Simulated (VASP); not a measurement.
# NaCu3H4 (P-43m) in VASP: further runs, part 2 of 2

VASP 6.6.1. Earlier steps stand in the parts before.

## Step 4: Single point, PBE (species swapped into the Zn3CdSe4 type (P-43m, No. 215))

INCAR reads:

```
ALGO = Fast
EDIFF = 1E-6
ENCUT = 520
GGA = PE
ISIF = 2
ISMEAR = 0
LASPH = T
LCHARG = F
LREAL = F
LWAVE = F
NBANDS = 32
NELM = 80
PREC = Accurate
SIGMA = 0.1
```

KPOINTS reads:

```
k-points
0
Gamma
  4 4 4
```

POSCAR reads:

```
NaCu3H4
1.0
    4.5767933600      0.0000000000      0.0000000000
    0.0000000000      4.5767933600      0.0000000000
    0.0000000000      0.0000000000      4.5767933600
Na Cu H
1 3 4
Direct
    0.0000000000      0.0000000000      0.0000000000
    0.0000000000      0.5000000000      0.5000000000
    0.5000000000      0.5000000000      0.0000000000
    0.5000000000      0.0000000000      0.5000000000
    0.7384977300      0.7384977300      0.2615022700
    0.7384977300      0.2615022700      0.7384977300
    0.2615022700      0.7384977300      0.7384977300
    0.2615022700      0.2615022700      0.2615022700
```

Potentials or basis: VASP PAW PBE potentials, release 64 (Na_pv, Cu, H).

Launch:

```bash
> cat potpaw_PBE.64/Na_pv/POTCAR potpaw_PBE.64/Cu/POTCAR potpaw_PBE.64/H/POTCAR > POTCAR
> mpirun -np 1 vasp_std > vasp.out
```

OUTCAR:

```text
EDIFF = 1E-6
   ENCUT = 520
   GGA = PE
   ISIF = 2
   ISMEAR = 0
   LASPH = T
   LREAL = F
   NELM = 80
   PREC = Accurate

 ion  position               nearest neighbor table
   1  0.000  0.000  0.000-
   2  0.000  0.500  0.500-
   3  0.500  0.500  0.000-
   4  0.500  0.000  0.500-
   5  0.738  0.738  0.262-
   6  0.738  0.262  0.738-
   7  0.262  0.738  0.738-
   8  0.262  0.262  0.262-

  LATTYP: Found a simple cubic cell.
 ALAT       =     4.5767933600

  Lattice vectors:

 A1 = (   4.5767933600,   0.0000000000,   0.0000000000)
 A2 = (   0.0000000000,   4.5767933600,   0.0000000000)
 A3 = (   0.0000000000,   0.0000000000,   4.5767933600)

Analysis of symmetry for initial positions (statically):
=====================================================================
 Subroutine PRICEL returns:
 Original cell was already a primitive cell.

 Routine SETGRP: Setting up the symmetry group for a
 simple cubic supercell.
[... 170 lines left out ...]
 cond. band min:       2.2277908734   @ k =   0.5000   0.5000   0.5000
 fundamental gap:      0.4927286516
 Fermi energy:         1.9879856454

 k-point     1 :       0.0000    0.0000    0.0000
  band No.  band energies     occupation
      1     -21.3461      2.00000
      2     -21.3461      2.00000
      3     -21.3461      2.00000
      4      -5.6014      2.00000
      5      -2.0285      2.00000
      6      -2.0285      2.00000
[... 339 lines left out ...]
     31      13.8955      0.00000
     32      14.0025      0.00000

------------------------ aborting loop because EDIFF is reached ----------------------------------------

  FORCE on cell =-STRESS in cart. coord.  units (eV):
  Direction    XX          YY          ZZ          XY          YZ          ZX
  --------------------------------------------------------------------------------------
  -------------------------------------------------------------------------------------
  Total       -6.0988644     -6.0988644     -6.0988644      0.0000000     -0.0000000      0.0000000
  in kB     -101.9238096   -101.9238096   -101.9238096      0.0000000     -0.0000000      0.0000000
  external PRESSURE =    -101.9238096 kB  Pullay stress =       0.0000000 kB

 VOLUME and BASIS-vectors are now :
 -----------------------------------------------------------------------------
  energy-cutoff  :      520.00
  volume of cell :       95.87
      direct lattice vectors                 reciprocal lattice vectors
     4.576793360  0.000000000  0.000000000     0.218493587  0.000000000  0.000000000
     0.000000000  4.576793360  0.000000000     0.000000000  0.218493587  0.000000000
     0.000000000  0.000000000  4.576793360     0.000000000  0.000000000  0.218493587

 POSITION                                       TOTAL-FORCE (eV/Angst)
 -----------------------------------------------------------------------------------
      0.00000      0.00000      0.00000         0.000000      0.000000     -0.000000
      0.00000      2.28840      2.28840         0.000000      0.000000     -0.000000
      2.28840      2.28840      0.00000        -0.000000      0.000000     -0.000000
      2.28840      0.00000      2.28840         0.000000      0.000000     -0.000000
      3.37995      3.37995      1.19684        -0.494846     -0.494846      0.494846
      3.37995      1.19684      3.37995        -0.494846      0.494846     -0.494846
      1.19684      3.37995      3.37995         0.494846     -0.494846     -0.494846
      1.19684      1.19684      1.19684         0.494846      0.494846      0.494846
 -----------------------------------------------------------------------------------
    total drift:                               -0.000000     -0.000000     -0.000000

  FREE ENERGIE OF THE ION-ELECTRON SYSTEM (eV)
  ---------------------------------------------------
  free  energy   TOTEN  =       -24.0659999836 eV

  energy  without entropy=      -24.0659827567  energy(sigma->0) =      -24.06599137
```

stdout:

```text
POSCAR found type information on POSCAR NaCuH
 POSCAR found :  3 types and       8 ions
 scaLAPACK will be used
 LDA part: xc-table for (Slater+PW92), standard interpolation
 POSCAR, INCAR and KPOINTS ok, starting setup
 FFT: planning ... GRIDC
 FFT: planning ... GRID_SOFT
 FFT: planning ... GRID
 WAVECAR not read
 entering main loop
```

Run time: 28 s. Hardware: 1 thread of Intel Xeon 6975P-C (Granite Rapids), shared host; peak memory 0.2 GiB.

Results:

| Property | Result |
| --- | --- |
| Free energy | -24.0660 eV |
| Pressure | -10.2 GPa |
| Largest force | 0.857 eV/Å |
| Band gap on the k mesh | 0.49 eV, indirect (least direct gap 1.53 eV) |

Forces on the atoms (eV/Å):
```
Na   0.000  0.000  0.000
Cu   0.000  0.000  0.000
Cu   0.000  0.000  0.000
Cu   0.000  0.000  0.000
H   -0.495 -0.495  0.495
H   -0.495  0.495 -0.495
H    0.495 -0.495 -0.495
H    0.495  0.495  0.495
```

A k mesh can miss the band edges.

## Step 5: The runs side by side

| task | cell | k mesh | cutoff (eV) | smearing | gap on the mesh (eV) | pressure (GPa) | largest force (eV/Å) |
| --- | --- | --- | --- | --- | --- | --- | --- |
| single point | species swapped into the Zn3CdSe4 type (P-43m, No. 215) | 8 × 8 × 8 | 520 | gaussian 0.01 eV | 0.26 | 0.2 | 0.01 |
| relaxation of cell and atoms | relaxed from: species swapped into the Zn3CdSe4 type (P-43m, No. 215) | 8 × 8 × 8 | 600 | gaussian 0.01 eV | 0.27 | 0.1 | - |
| single point | species swapped into the Zn3CdSe4 type (P-43m, No. 215) | 4 × 4 × 4 | 520 | gaussian 0.1 eV | 0.49 | -10.2 | 0.86 |

Alike in all rows: level PBE; potentials or basis VASP PAW PBE potentials, release 64 (Na_pv, Cu, H); no spin polarisation.

Caveats: the relaxation stopped at its first step, so nothing moved (some runs).

Absolute energies hang on the potentials; compare differences alone.
